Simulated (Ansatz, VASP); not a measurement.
## Si2W in two plane-wave programs

Aim: how closely do two programs agree when they are given the same cell, functional and k mesh? The cell is taken from a series of runs on this material, whose earlier steps may have relaxed, scaled, displaced or heated it; both programs get it as it stands.

Main program and level: Ansatz 0.2.0; plane waves, with VASP 6.6.1 beside it; zone-centre phonons at LDA.

### Step 1. Set-up

The structure is tetragonal, space group I4/mmm (No. 139). Conventional cell: a = 3.163 Å, b = 3.163 Å, c = 7.727 Å, α = 90.00°, β = 90.00°, γ = 90.00°. Nearest to Si lie 5 Si at 2.56 to 2.59 Å and 5 W at 2.58 Å. Nearest to W lie 10 Si at 2.58 Å. Farther neighbours are not listed.

As a file:

```cif
data_structure
_symmetry_space_group_name_H-M 'P 1'
_symmetry_Int_Tables_number 1
_cell_length_a 4.4643
_cell_length_b 4.4643
_cell_length_c 4.4643
_cell_angle_alpha 138.505
_cell_angle_beta 138.505
_cell_angle_gamma 60.131
_cell_volume 38.65
loop_
_atom_site_label
_atom_site_type_symbol
_atom_site_fract_x
_atom_site_fract_y
_atom_site_fract_z
_atom_site_occupancy
Si1 Si 0.33438 0.33438 0.00000 1
Si2 Si 0.66562 0.66562 0.00000 1
W3 W 0.00000 0.00000 0.00000 1
```

### Step 2. Ansatz: zone-centre phonons, LDA

Ansatz runs on its PAW soft_1 files.

Second derivatives magnify differences that forces hide, and they need a tight electronic threshold.

input.yaml reads:

```yaml
crystal:
  lattice:
    - [-1.5814706319, 1.5814706319, 3.8636180944]
    - [1.5814706319, -1.5814706319, 3.8636180944]
    - [1.5814706319, 1.5814706319, -3.8636180944]
  atoms:
    - { symbol: Si, position: [0.3343759688, 0.3343759688, 0.0] }
    - { symbol: Si, position: [0.6656240312, 0.6656240312, 0.0] }
    - { symbol: W, position: [0.0, 0.0, 0.0] }
kpoints:
  mp_grid: { grid: [20, 20, 20] }
hamiltonian:
  xc: lda
  pseudopotentials: { kind: paw, azcp: { folder: soft_1 }, xc_functional: pbe }
scf:
  occupations: { method: methfessel_paxton, width: 0.2 }
output:
  eigenvalues: true
phonons:
  method: dfpt
```

Launch:

```sh
$ ansatz run input.yaml --threads 4 --pin off --max-ram 10240MiB --backend cpu --events-out ev --progress --plain --runs-dir out
```

Numbers of over 12 decimals in the logs are rounded to 6 here.

Log:

```text
zone centre: on kpoints.mp_grid the ground state, and the responses unless they are solved on pairs of k-points, stand on 1166 of the mesh's 8000 k-points, reduced under 4 symmetry operations, with k and −k counted as one. Each operation leaves every solved displacement unchanged or reverses it
Engine: ansatz 0.2.0, aarch64-unknown-linux-gnu
Pseudopotentials: kind: paw
Pseudopotential: Si, paw, valence charge 4, recommended cutoff 420 eV (normal), soft_1/Si.paw.azcp
Pseudopotential: W, paw, valence charge 14, recommended cutoff 420 eV (normal), soft_1/W.paw.azcp
Functional definition: SPW92
  exchange = slater_x
  correlation = pw_c
Crystal: 3 atoms, lattice volume = 38.652 Å³
Basis set: ecut = 420 eV, 761 PW (Γ), exchange–correlation on 60×60×60 points (8 copies of the dense FFT grid, shifted against one another)
Bands: 15, of which v1, the nominal top of the filled ones, is band 11 counted from 1 (10 counted from 0)
Symmetry: 16 space group operations
k-points: 1166 of 8000 (irreducible under 4 space group operations, time reversal used)
Non-local potential: Si, projectors of the file, l = 0: 2, l = 1: 2, l = 2: 1
Non-local potential: W, projectors of the file, l = 0: 3, l = 1: 2, l = 2: 2, l = 3: 1
PAW form: soft (Blöchl's): semilocal exchange-correlation on the pseudo side does not see the compensation charge
PAW frozen core: Si, regenerated for the run's functional, and the local potential with it (the file was generated under x = pbe(κ = 0.804, μ = 0.219515), c = pbe(β = 0.066725))
PAW frozen core: W, regenerated for the run's functional, and the local potential with it (the file was generated under x = pbe(κ = 0.804, μ = 0.219515), c = pbe(β = 0.066725))
PAW one-centre angular grid: Si, 110 points (default); XC on 64 Gauss nodes
PAW one-centre angular grid: W, 590 points (default); XC on 64 Gauss nodes
Initial density: superposition of atomic densities (chi_scale 0.1, normalization cell, long waves kept (reshape's long-wave potential 0.00 eV rms))
Initial wavefunctions: pseudopotential atomic-orbital guess
Functional: x = slater, c = lda
SCF iter   1: F=—  HF=-11349.561315 eV  |F-HF|=—  |Δ(HF+E_count)|=         —  Δρ=4.71e-2  dr2=7.84e-1  ethr=3.10e-3  ⟨swp⟩=5.4  Hψ=102576  notcnv=0
preconditioner: auto → Kerker (q_TF=auto, 2.484 Å⁻¹)  [metal: Δε(μ)=0.014 eV  Ē_g=8.535 eV  σ=0.200 eV  W_gap=0.06  n_scr=10 (ndim 8)  ℏωp=22.3 eV  f_vac=0.000  D(μ)=0.22/eV (n_scr^D=0)]
SCF iter   2: F=—  HF=-11349.359222 eV  |F-HF|=—  |Δ(HF+E_count)|=   2.02e-1  S|Δr|=    0.00e0  Δρ=2.55e-2  dr2=1.84e-1  ethr=3.10e-3  ⟨swp⟩=2.0  Hψ=30856  notcnv=0
SCF iter   3: F=—  HF=-11349.293085 eV  |F-HF|=—  |Δ(HF+E_count)|=   6.61e-2  S|Δr|=    0.00e0  Δρ=5.81e-3  dr2=1.03e-2  ethr=8.38e-4  ⟨swp⟩=2.7  Hψ=30706  notcnv=0
SCF iter   4: F=—  HF=-11349.289423 eV  |F-HF|=—  |Δ(HF+E_count)|=   3.66e-3  S|Δr|=    0.00e0  Δρ=4.99e-4  dr2=5.73e-5  ethr=4.70e-5  ⟨swp⟩=2.6  Hψ=26646  notcnv=0
SCF iter   5: F=—  HF=-11349.289405 eV  |F-HF|=—  |Δ(HF+E_count)|=   1.78e-5  S|Δr|=    0.00e0  Δρ=6.24e-5  dr2=1.30e-6  ethr=2.60e-7  ⟨swp⟩=2.7  Hψ=28657  notcnv=0
SCF iter   6: F=—  HF=-11349.289406 eV  |F-HF|=—  |Δ(HF+E_count)|=   1.67e-6  S|Δr|=    0.00e0  Δρ=1.01e-5  dr2=4.16e-8  ethr=5.90e-9  ⟨swp⟩=2.5  Hψ=24576  notcnv=0
SCF iter   7: F=—  HF=-11349.289406 eV  |F-HF|=—  |Δ(HF+E_count)|=   1.01e-8  S|Δr|=    0.00e0  Δρ=1.82e-6  dr2=1.72e-9  ethr=1.89e-10  ⟨swp⟩=2.3  Hψ=26471  notcnv=0
SCF iter   8: F=—  HF=-11349.289406 eV  |F-HF|=—  |Δ(HF+E_count)|=  4.55e-10  S|Δr|=    0.00e0  Δρ=2.37e-7  dr2=2.23e-11  ethr=7.80e-12  ⟨swp⟩=2.2  Hψ=25391  notcnv=0
SCF iter   9: F=-11349.289406 eV  HF=-11349.289406 eV  |F-HF|=3.64e-12  |Δ(HF+E_count)|=  9.09e-12  S|Δr|=    0.00e0  Δρ=2.29e-8  dr2=1.46e-13  ethr=1.00e-12  ⟨swp⟩=5.2  Hψ=72594  notcnv=0
the search or the solves at the SCF's close seem to have found levels that the self-consistency loop had missed (the run counts 2). By its estimate they hold under 1e-12 electrons; where the run keeps them, the occupations were computed again with them
SCF 1 converged in 9 iterations: F = -11349.289406 eV  dr2 = 1.46e-13
  greatest PAW one-centre occupation: 0.999 electrons in one spin orbital (limit 2), on the W atom at site 2 (counted from 0), in its partial waves of l = 0
DFPT response loops at Γ: preconditioner auto → Kerker (q_TF=auto, 2.484 Å⁻¹) (partly filled bands, converged f_vac=0.000); β = 1.00, the filter's whole step (`scf.mixing.beta` (0.50) is not read by the response loops under this deck's `scf.mixing.preconditioner`; to damp them name `kerker` or `kerker_dos`, under which they read `scf.mixing.beta`, and type it under 1.00, their step now; both keys bind the ground state too); Broyden in place of MSR1
SCF converged after 9 iterations
Stability not checked: this state was not tested for a lower state beside it, because cold or Methfessel-Paxton smearing, or corrected tetrahedra, fill the levels in a way that the test cannot read (fill_not_monotonic; see scf.lower_state_search)
Free energy (F): -11349.289406 eV
Harris-Foulkes:  -11349.289406 eV  (|F-HF|=3.64e-12)
Internal energy: -11349.290154 eV  (E = F + TS)
E sigma→0 (E₀):  -11349.289593 eV
Entropy (-TS):   0.000747 eV (0.249 meV/atom)
Fermi energy:    17.231277 eV
--- Per-component energies (eV) ---
  E_band       = -70.299848
  E_kinetic    = 518.349617
  E_local      = -863.070312  (includes V_loc(G=0)·N_el)
  E_nonlocal   = 26.712739
  E_hartree    = 377.906129
  E_xc         = -384.545876
  E_vxc        = -336.319800  (∫ρ·V_xc dr)
  E_paw        = -9294.804935  (= ΣΔE_a)
  E_vpaw       = -171.784549  (= ΣTr[D̂ρ^β])
  E_aug_tail   = 0.000205  (compensation charges beyond the density's cutoff)
  E_ewald      = -1730.289633
  E_core_change = 0.451911  (= ΣΔE_core)
  E_smearing   = 0.000747  (= −TS)
  E_closure    = -0.000000  (closes the sum)
  Σ components = -11349.289406   (vs F -11349.289406, Δ=0.00e0)
--- Band table (eV; the first three rows and the last of 1166) ---
  k-point 0: bands = [... 7 lower, 13.6856, 14.2937, 14.2937, 17.9056, 20.1065, 20.2724, 20.5191, 20.5191]
  k-point 1: bands = [... 7 lower, 13.7102, 14.0664, 14.6757, 17.4652, 20.1353, 20.3847, 20.5821, 20.6112]
  k-point 2: bands = [... 7 lower, 13.5082, 13.7859, 15.2003, 16.4691, 19.9145, 20.7527, 20.8087, 21.0080]
  k-point 1165: bands = [... 7 lower, 14.5348, 16.4578, 16.4578, 16.7049, 16.7049, 18.0964, 21.8718, 22.5386]
--- Phonons (Γ-DFPT): 4 representative perturbations + reference, on 1166 of 8000 k-points (Σ response iterations 12) ---
  k mesh reduced under 4 symmetry operations, with k and −k counted as one. Each operation leaves every solved displacement unchanged or reverses it
  ASR residual: 7.730e-6 → 0.000e0 eV/Å²; symmetrization residual: 1.595e-6 eV/Å²
  ASR residual per site (eV/Å²): 7.73e-6 7.73e-6 2.66e-6
  Γ frequencies (cm⁻¹): 0.00 0.00 0.00 275.28 275.28 320.24 354.84 354.84 463.46
  non-analytic LO–TO correction: not included (Born effective charges unavailable; polar crystals: no LO–TO splitting at Γ)
```

The column dr2 measures how far the density is from self-consistency, as an energy; F and HF (Harris–Foulkes) agree once it is small.

(Part 1 of 2 ends here.)

[Lines on the potential files, build, host, timing and source positions are cut from VASP's logs without a mark.]

[Logs are printed without paths, hosts, clocks, repeated set-up lines and the standing remarks that a program may print on its own settings, such as how far it seeks lower states.]

[Hosts, paths, dates, database ids (printed as entryN), source tags and the programs' standing remarks are cut or masked in the printed files.]
